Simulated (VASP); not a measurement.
Input for VASP

### INCAR
```
# general
SYSTEM  = WS
PREC    = Accurate
ENCUT   = 400
LREAL   = .FALSE.   # projection in real space or not
LASPH   = .TRUE.   # aspherical one-centre terms

# electronic loop
EDIFF   = 1E-6   # SCF stop (eV)
NELM    = 100
ALGO    = Normal   # blocked Davidson
LMAXMIX = 6   # l cut-off of mixed one-centre charges

# smearing
ISMEAR  = 1
SIGMA   = 0.1   # width (eV)

# functional
GGA     = PE

# ions
IBRION  = 2
NSW     = 60   # most ionic steps
ISIF    = 3   # ions, shape and volume
EDIFFG  = -0.02   # ionic stop

# output
LWAVE   = .FALSE.
LCHARG  = .FALSE.
```

POSCAR:
```
WS
1.0
  3.2631418521   0.0000000000   0.0000000000
 -1.6315709260   2.8259638651   0.0000000000
  0.0000000000   0.0000000000   6.3651951652
W S
2 2
Cart
  0.0000000000   0.0000000000   0.0000000000
 -1.6315709260   2.8259638651   3.1825975826
 -0.0000016315   1.8839768521   1.5912987913
  1.6315725576   0.9419870130   4.7738963739
```

File KPOINTS:
```
Automatic mesh
0
G
  10 10 5
```

POTCAR, in this order: W_sv S (PBE.64 set). Program: vasp_std.

Problem. Translate this PBE calculation to Ansatz.

Solution. One equivalent input (not run):
Ansatz 0.2 input:
```yaml
crystal:
  lattice:
    - [3.2631419, 0.0000000, 0.0000000]
    - [-1.6315709, 2.8259639, 0.0000000]
    - [0.0000000, 0.0000000, 6.3651952]
  atoms:
    - { symbol: W, position: [0.0000000, 0.0000000, 0.0000000] }
    - { symbol: W, position: [0.0000000, 1.0000000, 0.5000000] }
    - { symbol: S, position: [0.3333330, 0.6666670, 0.2500000] }
    - { symbol: S, position: [0.6666670, 0.3333330, 0.7500000] }
kpoints:
  mp_grid: { grid: [10, 10, 5] }
hamiltonian:
  xc: pbe
  pseudopotentials: { kind: paw }
scf:
  occupations: { method: methfessel_paxton, width: 0.1 }
  max_iter: 100
relax:
  max_steps: 60
  f_tol: 0.02
  cell: {}
output: { forces: true, stress: true, eigenvalues: true }
```
What does not carry over: each code has its own PAW files, so the cut-off isn't converted (ENCUT is set for VASP's; basis.ecutwfc is left out, and Ansatz then takes the one that its files recommend); Ansatz stops its SCF on the density residual and VASP on the energy change (EDIFF).

The structure was generated: WS was put into the NiAs type type (P6_3/mmc), which need not be its known phase. This run relaxes it. Symmetry was kept, so distortions that lower it aren't found. The start is the result of an earlier pass.
